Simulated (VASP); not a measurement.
CsLiCr2Te2S3: band structure with PBE

The system is CsLiCr2Te2S3.

```xyz
9
Lattice="3.3201 1.9169 6.8560 -3.3201 1.9169 6.8560 0.0000 -3.8338 6.8560" Properties=species:S:1:pos:R:3 pbc="T T T"
Cs    0.0000    0.0000    0.0000
Li    0.0000    0.0000   10.2840
Cr    0.0000    0.0000   16.4219
Cr    0.0000    0.0000    4.1462
Te    0.0000    0.0000   13.9759
Te    0.0000    0.0000    6.5922
S    -2.4154    0.0000   10.2840
S     1.2077   -2.0918   10.2840
S     1.2077    2.0918   10.2840
```

The cell was built by a generator and needn't be a form met in nature.

| Property | Result |
| --- | --- |
| Program | VASP 6.6.1 |
| Task | band structure |
| Functional | PBE |
| Potentials or basis | VASP PAW PBE potentials, release 64 (Cs_sv, Li_sv, Cr_pv, Te, S) |
| Cutoff | 520 eV |
| k mesh | 5 × 5 × 5 |
| Occupations | fermi-dirac, width 0.05 eV |
| Spin | collinear spin, ferromagnetic start |
| Starting moments | [0.0, 0.0, 3.0, 3.0, 0.0, 0.0, 0.0, 0.0, 0.0] μB |
| Further INCAR settings | ALGO = Normal; EDIFF = 1e-06; NBANDS = 47 |

```
Largest force                                         : 0.004 eV/Å
Band gap along the path                               : none (metal or under the smearing width)
Net moment                                            : 4.00 μB per cell
Site moments                                          : Cs -0.01; Li +0.00; Cr +2.32; Te -0.23; S -0.08 μB
Valence electrons inside the program's atomic spheres : Cs 6.57; Li 2.06; Cr 10.79; Te 3.39; S 3.75
```

Forces in eV/Å, atoms in the order of the input:
```
Cs   0.000  0.000  0.000
Li   0.000  0.000  0.000
Cr   0.000  0.000 -0.004
Cr   0.000  0.000  0.004
Te   0.000  0.000  0.001
Te   0.000  0.000 -0.001
S   -0.003  0.000  0.000
S    0.002 -0.003  0.000
S    0.002  0.003  0.000
```

Levels at the corners of the path, in eV from the Fermi level:
Spin up:
```tsv
point	band 31	band 32	band 33	band 34	band 35	band 36	band 37	band 38	band 39	band 40
Γ	-1.48	-0.49	-0.49	-0.17	-0.17	0.08	0.34	0.34	1.72	1.79
L	-1.35	-1.08	-0.50	-0.26	-0.18	0.40	0.78	0.79	0.87	1.06
L	-1.35	-1.08	-0.50	-0.26	-0.18	0.40	0.78	0.79	0.87	1.06
B1	-0.98	-0.74	-0.68	-0.43	-0.21	0.33	0.36	0.84	0.96	1.19
B	-0.98	-0.74	-0.68	-0.43	-0.21	0.33	0.36	0.84	0.96	1.19
Z	-1.44	-1.15	-1.15	-0.45	-0.22	-0.22	0.87	0.87	1.12	1.63
Z	-1.44	-1.15	-1.15	-0.45	-0.22	-0.22	0.87	0.87	1.12	1.63
Γ	-1.48	-0.49	-0.49	-0.17	-0.17	0.08	0.34	0.34	1.72	1.79
Γ	-1.48	-0.49	-0.49	-0.17	-0.17	0.08	0.34	0.34	1.72	1.79
X	-0.94	-0.79	-0.60	-0.44	-0.17	0.29	0.41	0.81	1.09	1.11
Q	-0.94	-0.79	-0.60	-0.44	-0.17	0.29	0.41	0.81	1.09	1.11
F	-0.94	-0.83	-0.66	-0.35	-0.03	0.10	0.42	0.42	0.90	1.20
F	-0.94	-0.83	-0.66	-0.35	-0.03	0.10	0.42	0.42	0.90	1.20
P1	-1.04	-0.92	-0.64	-0.33	-0.26	0.29	0.41	0.61	0.93	1.13
P1	-1.04	-0.92	-0.64	-0.33	-0.26	0.29	0.41	0.61	0.93	1.13
Z	-1.44	-1.15	-1.15	-0.45	-0.22	-0.22	0.87	0.87	1.12	1.63
L	-1.35	-1.08	-0.50	-0.26	-0.18	0.40	0.78	0.79	0.87	1.06
P	-1.04	-0.92	-0.64	-0.33	-0.26	0.29	0.41	0.61	0.93	1.13
```
Spin down:
```
point  band 27  band 28  band 29  band 30  band 31  band 32  band 33  band 34  band 35  band 36
    Γ    -2.07    -2.03    -1.74    -0.22    -0.22     0.73     0.73     1.06     1.06     1.08
    L    -2.00    -1.68    -1.49    -0.90    -0.77     0.81     1.10     1.27     1.59     1.68
    L    -2.00    -1.68    -1.49    -0.90    -0.77     0.81     1.10     1.27     1.59     1.68
   B1    -2.15    -1.86    -1.41    -0.82    -0.34     0.89     1.03     1.17     1.36     1.65
    B    -2.15    -1.86    -1.41    -0.82    -0.34     0.89     1.03     1.17     1.36     1.65
    Z    -1.89    -1.66    -1.66    -0.74    -0.74     0.72     0.72     0.87     1.19     1.19
    Z    -1.89    -1.66    -1.66    -0.74    -0.74     0.72     0.72     0.87     1.19     1.19
    Γ    -2.07    -2.03    -1.74    -0.22    -0.22     0.73     0.73     1.06     1.06     1.08
    Γ    -2.07    -2.03    -1.74    -0.22    -0.22     0.73     0.73     1.06     1.06     1.08
    X    -2.05    -1.94    -1.36    -0.84    -0.32     0.92     1.07     1.15     1.39     1.63
    Q    -2.05    -1.94    -1.36    -0.84    -0.32     0.92     1.07     1.15     1.39     1.63
    F    -2.18    -1.94    -1.60    -0.68    -0.31     0.86     0.89     1.06     1.48     1.50
    F    -2.18    -1.94    -1.60    -0.68    -0.31     0.86     0.89     1.06     1.48     1.50
   P1    -2.06    -1.82    -1.66    -0.70    -0.49     0.84     0.91     1.11     1.40     1.47
   P1    -2.06    -1.82    -1.66    -0.70    -0.49     0.84     0.91     1.11     1.40     1.47
    Z    -1.89    -1.66    -1.66    -0.74    -0.74     0.72     0.72     0.87     1.19     1.19
    L    -2.00    -1.68    -1.49    -0.90    -0.77     0.81     1.10     1.27     1.59     1.68
    P    -2.06    -1.82    -1.66    -0.70    -0.49     0.84     0.91     1.11     1.40     1.47
```

It took 12 min on 4 MPI ranks on Intel(R) Xeon(R) 6975P-C (Granite Rapids), on a shared host, peak memory 0.93 GiB a rank.

Caveat: spin-orbit coupling is left out, which moves the levels of the heavy elements; only a ferromagnetic start was run, and an antiferromagnetic order may lie lower in energy.
